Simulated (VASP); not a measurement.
# ZnCl3 (P6_3/m) in VASP: a series of runs, part 2 of 2

VASP 6.6.1. The steps go on from the part before.

**4. Single point, rev-vdW-DF2**

The input, run.py:

```python
from ase.calculators.vasp import Vasp
from ase.dft.bandgap import bandgap
from ase.io import read

atoms = read('POSCAR')
calc = Vasp(
    directory='calc',
    xc='rev-vdw-df2',
    pp='PBE',
    setups='recommended',
    pp_version='54',
    prec='Accurate',
    encut=520,
    ediff=1e-07,
    ismear=-5,
    sigma=0.05,
    lreal=False,
    lasph=True,
    nelm=100,
    algo='Fast',
    isif=2,
    lwave=False,
    lcharg=True,
    lelf=True,
    lvhar=True,
    kpts=[3, 3, 9],
    gamma=True,
    nbands=43,
)
atoms.calc = calc

print('energy (eV):', atoms.get_potential_energy())
print('free energy (eV):', atoms.get_potential_energy(force_consistent=True))
print('forces (eV/A):')
print(atoms.get_forces())
print('stress (eV/A^3, Voigt):', atoms.get_stress())
print('Fermi level (eV):', calc.get_fermi_level())
gap, top, bottom = bandgap(calc)
print('band gap (eV):', gap, 'from (spin, k, band)', top, 'to', bottom)
```

The input, POSCAR:

```
ZnCl3
1.0
    9.8057062174      0.0000000000      0.0000000000
   -4.9028531087      8.4919906863      0.0000000000
    0.0000000000      0.0000000000      2.9095550000
Zn Cl
2 6
Direct
    0.6666666667      0.3333333333      0.7500000000
    0.3333333333      0.6666666667      0.2500000000
    0.1625209900      0.4434850000      0.7500000000
    0.8374790100      0.5565150000      0.2500000000
    0.4434850000      0.2809640100      0.2500000000
    0.2809640100      0.8374790100      0.7500000000
    0.5565150000      0.7190359900      0.7500000000
    0.7190359900      0.1625209900      0.2500000000
```

Potentials or basis: VASP PAW PBE potentials, release 54 (Zn, Cl).

Run with:

```
python run.py
```

Output:

```text
<dir> UserWarning: vdW has been enabled, however no location for the vdw_kernel.bindat file has been specified. Set ASE_VASP_VDW environment variable to copy the vdW kernel.
  warnings.warn(
energy (eV): -2.93976141
free energy (eV): -2.93976141
forces (eV/A):
[[-0.          0.          0.        ]
 [ 0.          0.          0.        ]
 [ 0.01430816  0.08607806  0.        ]
 [-0.01430816 -0.08607806  0.        ]
 [ 0.08169987  0.0306478   0.        ]
 [ 0.06739171 -0.05543026  0.        ]
 [-0.08169987 -0.0306478  -0.        ]
 [-0.06739171  0.05543026 -0.        ]]
stress (eV/A^3, Voigt): [ 6.31285029e-03  6.31285029e-03 -5.14105673e-03  0.00000000e+00
 -0.00000000e+00 -1.87245274e-11]
Fermi level (eV): -1.64239678
band gap (eV): 0.0 from (spin, k, band) (None, None, None) to (None, None, None)
```

OUTCAR:

```text
ENCUT = 520.000000
   EDIFF = 1.00e-07
   GGA = MK
   PREC = Accurate
   ISIF = 2
   ISMEAR = -5
   NELM = 100
   LASPH = .TRUE.
   LREAL = .FALSE.

 ion  position               nearest neighbor table
   1  0.667  0.333  0.750-   8 2.46   8 2.46   4 2.46   4 2.46   5 2.46   5 2.46
   2  0.333  0.667  0.250-   6 2.46   6 2.46   3 2.46   3 2.46   7 2.46   7 2.46
   3  0.163  0.443  0.750-   2 2.46   2 2.46
   4  0.837  0.557  0.250-   1 2.46   1 2.46
   5  0.443  0.281  0.250-   1 2.46   1 2.46
   6  0.281  0.837  0.750-   2 2.46   2 2.46
   7  0.557  0.719  0.750-   2 2.46   2 2.46
   8  0.719  0.163  0.250-   1 2.46   1 2.46

  LATTYP: Found a hexagonal cell.
 ALAT       =     9.8057062174
 C/A-ratio  =     0.2967205967

  Lattice vectors:

 A1 = (   9.8057062174,   0.0000000000,   0.0000000000)
 A2 = (  -4.9028531087,   8.4919906863,   0.0000000000)
 A3 = (   0.0000000000,   0.0000000000,   2.9095550000)

Analysis of symmetry for initial positions (statically):
=====================================================================
 Subroutine PRICEL returns:
 Original cell was already a primitive cell.

 Routine SETGRP: Setting up the symmetry group for a
 hexagonal supercell.

 Subroutine GETGRP returns: Found 12 space group operations
 (whereof  6 operations were pure point group operations)
 out of a pool of 24 trial point group operations.

The static configuration has the point symmetry S_6 .
 The point group associated with its full space group is C_6h.

Analysis of symmetry for dynamics (positions and initial velocities):
=====================================================================
 Subroutine PRICEL returns:
 Original cell was already a primitive cell.

 Routine SETGRP: Setting up the symmetry group for a
 hexagonal supercell.

 Subroutine GETGRP returns: Found 12 space group operations
 (whereof  6 operations were pure point group operations)
 out of a pool of 24 trial point group operations.

The dynamic configuration has the point symmetry S_6 .
 The point group associated with its full space group is C_6h.

 Subroutine INISYM returns: Found 12 space group operations
 (whereof  6 operations are pure point group operations),
 and found     1 'primitive' translations

----------------------------------------------------------------------------------------

                                     Primitive cell

  volume of cell :     242.2785
[... 102 lines left out ...]
   TEBEG  =    0.0;   TEEND  =   0.0 temperature during run
   PSTRESS=    0.0 pullay stress
   NELECT =      66.0000    total number of electrons
   NUPDOWN=      -1.0000    fix difference up-down
   EMIN   =  10.00;   EMAX   =-10.00  energy-range for DOS
   EFERMI =   0.00;   METHOD = LEGACY
   ISMEAR =    -5;   SIGMA  =   0.05  broadening in eV -4-tet -1-fermi 0-gaus
   EFERMI_NEDOS =   21; number of points for ismear=-14 and -15
   IALGO  =     68    algorithm
   IMIX   =      4    mixing-type and parameters
     AMIX     =   0.40;   BMIX     =  1.00
     AMIX_MAG =   1.60;   BMIX_MAG =  1.00
  volume/ion in A,a.u.               =      30.28       204.37
  Fermi-wavevector in a.u.,A,eV,Ry     =   1.061250  2.005472 15.323591  1.126252
  Thomas-Fermi vector in A             =   2.196660
   LORBIT       =      0    0 simple, 1 ext, 2 COOP (PROOUT), +10 PAW based schemes
   GGA     = MK    functional components
   LHFCALC =     F    Hartree Fock is set to
   AEXX    =    0.0000 exact exchange contribution
   IVDW_NL    =     1    kernel type
   BPARAM     = 6.3000
   IVDW    =     0    specifies the selected vdW correction
   LEPSILON=     F    determine dielectric tensor
   LRPA    =     F    only Hartree local field effects (RPA)
 non-spin polarized calculation
 RMM-DIIS sequential band-by-band and
 Fermi weights with tetrahedron method with Bloechl corrections
  energy-cutoff  :      520.00
  volume of cell :      242.28
 maximum number of plane-waves:      6570
 NGX is ok and might be reduce to    80
   NGX = 37   NGY = 37   NGZ = 11

 number of electron      66.0000006 magnetization

 Free energy of the ion-electron system (eV)
  ---------------------------------------------------
  ext. energy  EPLUGINS =         0.00000000
  ---------------------------------------------------
  free energy    TOTEN  =        -2.93976141 eV

  energy without entropy =       -2.93976141  energy(sigma->0) =       -2.93976141

 E-fermi :  -1.6424     XC(G=0):  -7.6243

 val. band max:       -1.6523801613   @ k =   0.3333   0.3333   0.1111
 cond. band min:      -1.6422550354   @ k =   0.0000   0.0000   0.1111
 fundamental gap:      0.0101251259
 Fermi energy:        -1.6423967842

 k-point     1 :       0.0000    0.0000    0.0000
  band No.  band energies     occupation
      1     -16.3281      2.00000
      2     -16.1976      2.00000
      3     -15.7847      2.00000
      4     -15.7847      2.00000
      5     -15.7840      2.00000
      6     -15.7840      2.00000
[... 679 lines left out ...]
     42       5.9925      0.00000
     43       7.3568      0.00000

------------------------ aborting loop because EDIFF is reached ----------------------------------------

  FORCE on cell =-STRESS in cart. coord.  units (eV):
  Direction    XX          YY          ZZ          XY          YZ          ZX
  --------------------------------------------------------------------------------------
  -------------------------------------------------------------------------------------
  Total       -1.5294675     -1.5294675      1.2455672     -0.0000000      0.0000000      0.0000000
  in kB      -10.1143011    -10.1143011      8.2368809     -0.0000000      0.0000000      0.0000000
  external PRESSURE =      -3.9972405 kB  Pullay stress =       0.0000000 kB

 VOLUME and BASIS-vectors are now :
 -----------------------------------------------------------------------------
  energy-cutoff  :      520.00
  volume of cell :      242.28
      direct lattice vectors                 reciprocal lattice vectors
     9.805706217  0.000000000  0.000000000     0.101981436  0.058879009  0.000000000
    -4.902853109  8.491990686  0.000000000     0.000000000  0.117758019  0.000000000
     0.000000000  0.000000000  2.909555000     0.000000000  0.000000000  0.343695170

 POSITION                                       TOTAL-FORCE (eV/Angst)
 -----------------------------------------------------------------------------------
      4.90285      2.83066      2.18217        -0.000000      0.000000      0.000000
     -0.00000      5.66133      0.72739         0.000000      0.000000      0.000000
     -0.58071      3.76607      2.18217         0.014308      0.086078      0.000000
      5.48356      4.72592      0.72739        -0.014308     -0.086078      0.000000
      2.97116      2.38594      0.72739         0.081700      0.030648      0.000000
     -1.35099      7.11186      2.18217         0.067392     -0.055430      0.000000
      1.93169      6.10605      2.18217        -0.081700     -0.030648     -0.000000
      6.25384      1.38013      0.72739        -0.067392      0.055430     -0.000000
 -----------------------------------------------------------------------------------
    total drift:                                0.000001     -0.000000      0.000000

  FREE ENERGIE OF THE ION-ELECTRON SYSTEM (eV)
  ---------------------------------------------------
  free  energy   TOTEN  =        -2.9397614142 eV

  energy  without entropy=       -2.9397614142  energy(sigma->0) =       -2.93976141

Total vdW correction in eV:     12.1843893
```

INCAR:

```text
AGGAC = 0.000000
ENCUT = 520.000000
PARAM1 = 0.123400
PARAM2 = 0.711357
SIGMA = 0.050000
ZAB_VDW = -1.886700
EDIFF = 1.00e-07
ALGO = Fast
GGA = MK
PREC = Accurate
ISIF = 2
ISMEAR = -5
NBANDS = 43
NELM = 100
LASPH = .TRUE.
LCHARG = .TRUE.
LELF = .TRUE.
LUSE_VDW = .TRUE.
LVHAR = .TRUE.
LWAVE = .FALSE.
LREAL = .FALSE.
```

Wall time 6.3 min (1 thread of AMD EPYC 9R45 (Zen 5), shared host); peak memory 1.1 GiB.

Results:

* Free energy: -2.9398 eV
* Pressure: -0.4 GPa
* Largest force: 0.087 eV/Å
* Band gap on the k mesh: none (metal or under the smearing width)

Forces on the atoms (eV/Å):
```
Zn   0.000  0.000  0.000
Zn   0.000  0.000  0.000
Cl   0.014  0.086  0.000
Cl  -0.014 -0.086  0.000
Cl   0.082  0.031  0.000
Cl   0.067 -0.055  0.000
Cl  -0.082 -0.031  0.000
Cl  -0.067  0.055  0.000
```

Stress tensor (GPa, compression positive):
```
-1.01  0.00  0.00
 0.00 -1.01  0.00
 0.00  0.00  0.82
```

Levels at points of the mesh, in eV from the Fermi level:
| k point | band 30 | band 31 | band 32 | band 33 | band 34 | band 35 | band 36 | band 37 | band 38 | band 39 |
| --- | --- | --- | --- | --- | --- | --- | --- | --- | --- | --- |
| (0.00, 0.00, 0.00) | 0.25 | 0.65 | 0.65 | 0.66 | 0.66 | 3.98 | 4.81 | 6.91 | 7.15 | 7.15 |

Caveat: the PAW data sets were made with another functional, which shifts forces and pressure a little; tetrahedron occupations give inexact forces and stress in metals.

**5. Summary**

| task | level | potentials or basis | cell | smearing | optimiser | gap on the mesh (eV) | pressure (GPa) | largest force (eV/Å) |
| --- | --- | --- | --- | --- | --- | --- | --- | --- |
| relaxation of the atoms | vdW-DF2 | VASP PAW PBE potentials, release 64 (Zn, Cl) | atoms relaxed from: volume scaled by 1.25 | tetrahedron | LBFGS | none | -1.0 | 0.01 |
| single point | PBEsol+D3 | VASP PAW PBE potentials, release 64 (Zn, Cl) | as given | gaussian 0.1 eV | - | none | -1.6 | 0.27 |
| single point | rev-vdW-DF2 | VASP PAW PBE potentials, release 54 (Zn, Cl) | as given | tetrahedron | - | none | -0.4 | 0.09 |

Alike in all rows: no spin polarisation; k mesh 3 × 3 × 9; cutoff (eV) 520.

Caveats: the PAW data sets were made with another functional, which shifts forces and pressure a little; tetrahedron occupations give inexact forces and stress in metals (some runs); pairwise dispersion overbinds metals, which lowers pressure and volume (some runs).

Total energies depend on the potentials used, so only differences within one code and one set of settings carry meaning.
